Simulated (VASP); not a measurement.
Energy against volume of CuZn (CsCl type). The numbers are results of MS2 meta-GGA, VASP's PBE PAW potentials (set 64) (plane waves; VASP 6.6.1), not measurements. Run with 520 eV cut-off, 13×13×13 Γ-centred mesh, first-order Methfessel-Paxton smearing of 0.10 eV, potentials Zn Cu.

| V (Å³/atom) | E (eV/atom) |
|---|---|
| 11.837 | -4.25437 |
| 12.203 | -4.26151 |
| 12.569 | -4.25806 |
| 12.935 | -4.24593 |

### Question
Fit these four points and predict the energy of the run at 11.471 Å³/atom.

### Answer
A cubic in V^(−2/3), the third-order Birch-Murnaghan form, passes through the four points with V0 = 12.26 Å³/atom and B0 = 150 GPa, and gives -4.2343 eV/atom there. The run gave -4.2361 eV/atom, -1.8 meV/atom from the fit; all five points give B0 = 146 GPa.

The compound is CuZn in the CsCl type structure. It was relaxed first.
